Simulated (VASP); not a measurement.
The system is PmTe.

```
Pm Te
1.0
     3.76291    0.00000    0.00000
     0.00000    3.76291    0.00000
     0.00000    0.00000    3.76291
Pm Te
1 1
Cartesian
  0.0000 0.0000 0.0000
  1.8815 1.8815 1.8815
```

The cell comes from a database or a generator and needn't be the stable form of this composition.

Base run:

* Program: VASP 6.6.1
* Functional: LDA
* Potentials or basis: VASP PAW PBE potentials, release 64 (Pm, Te)
* Cutoff: 520 eV
* k mesh: 5 × 5 × 5
* Occupations: gaussian, width 0.05 eV
* Spin: collinear spin, random start
* Starting moments: [-2.09, 0.0] μB
* Hubbard terms: Pm f U = 3 eV

Its results: pressure 3.9 GPa; net moment -4.87 μB per cell; site moments Pm -4.58; Te +0.05 μB.

The run is repeated on the same cell with these changes: hubbard terms from Pm f U = 3 eV to Pm f U = 2 eV; moments at the start from [-2.09, 0.0] to [-3.06, 0.0]. What comes out?

Pressure 3.3 GPa; net moment -4.87 μB per cell; site moments Pm -4.57; Te +0.06 μB.

Caveats: the magnetic or orbital state may not be the lowest; the PAW data sets were made with another functional, which shifts forces and pressure a little; the U is typed as a test and isn't derived for this compound.

Not every run made on this cell is shown here.
